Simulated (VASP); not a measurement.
Given:

```xyz
2
Lattice="0.0164 2.1888 2.1888 2.2052 0.0000 2.2052 2.1888 2.1888 0.0164" Properties=species:S:1:pos:R:3 pbc="T T T"
Al     0.0000     0.0000     0.0000
N      1.1026     1.0944     1.1026
```

Level of theory: PBEsol GGA, VASP's PBE PAW potentials (set 64) (plane waves; VASP). Settings: 600 eV cut-off, 10×10×10 Γ-centred mesh, Gaussian smearing of 0.050 eV, potentials Al N.

Question: Give the stress tensor in GPa (positive for a compressed cell).

Answer: 
```
-0.06   0.00  -3.36
 0.00  -0.10   0.00
-3.36   0.00  -0.06
```
The pressure is its mean diagonal, -0.07 GPa.

The compound is AlN in the zinc blende structure, a metastable form; wurtzite is the usual one. This cell was strained or had an atom moved on purpose.
